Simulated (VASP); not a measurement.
Sn:

```
Sn
1.0
     2.66596    0.00000    0.00000
    -1.33298    2.30879    0.00000
     0.00000    0.00000    4.21440
Sn
2
Direct
  0.33333 0.66667 0.25000
  0.66667 0.33333 0.75000
```

This isn't the form of Sn at room conditions, which is tetragonal (white tin).

| Item | Value |
| --- | --- |
| Program | VASP 6.6.1 |
| Task | relaxation of cell and atoms |
| Functional | LDA |
| Potentials or basis | VASP PAW LDA potentials, release 64 (Sn_d) |
| Cutoff | 300 eV |
| k mesh | 7 × 7 × 4 |
| Occupations | gaussian, width 0.1 eV |
| Spin | no spin polarisation |

At the start: pressure 205.2 GPa; volume 12.97 Å³/atom.

**Question.** Where does the relaxation end?

**Answer.** Over 17 steps the energy falls by 3961.5 meV/atom and the volume is 22.18 Å³/atom (+71.0 %); space group P6_3/mmc (No. 194, to 0.05 Å).

Step by step:
```
step  energy change (eV)  largest force (eV/Å)  pressure (GPa)  volume (Å³)
   1              0.0000                0.0000          205.18        25.94
   2            373.9294                0.0000        -1376.35       151.36
   3             -1.8262                0.0000          162.17        27.53
   4             -3.0816                0.0000          133.51        28.89
   5             -7.3842                0.0000           29.77        38.44
   6             21.0857                0.0000         -290.29        82.45
   7             -7.6279                0.0000           21.01        39.99
   8             -7.9029                0.0000            0.24        44.25
   9             -7.9004                0.0000           -1.81        44.68
  10             -7.9046                0.0000            5.16        43.30
  11             -7.9118                0.0000            2.25        43.90
  12             -7.9212                0.0000            1.40        44.08
  13             -7.9214                0.0000            1.46        44.06
  14             -7.9223                0.0000           -0.95        44.57
  15             -7.9230                0.0000            0.02        44.37
  16             -7.9230                0.0000            0.05        44.36
  17             -7.9230                0.0000            0.01        44.37
```

Final structure:
```cif
data_structure
_symmetry_space_group_name_H-M 'P 1'
_symmetry_Int_Tables_number 1
_cell_length_a 3.1971
_cell_length_b 3.1971
_cell_length_c 5.0118
_cell_angle_alpha 90.000
_cell_angle_beta 90.000
_cell_angle_gamma 120.000
_cell_volume 44.37
loop_
_atom_site_label
_atom_site_type_symbol
_atom_site_fract_x
_atom_site_fract_y
_atom_site_fract_z
_atom_site_occupancy
Sn1 Sn 0.33333 0.66667 0.25000 1
Sn2 Sn 0.66667 0.33333 0.75000 1
```

Caveat: the k mesh is coarse (spacing up to 0.39 Å⁻¹), so the values aren't converged; the volume moved by over 15 % at a fixed basis, so the end points are rough.
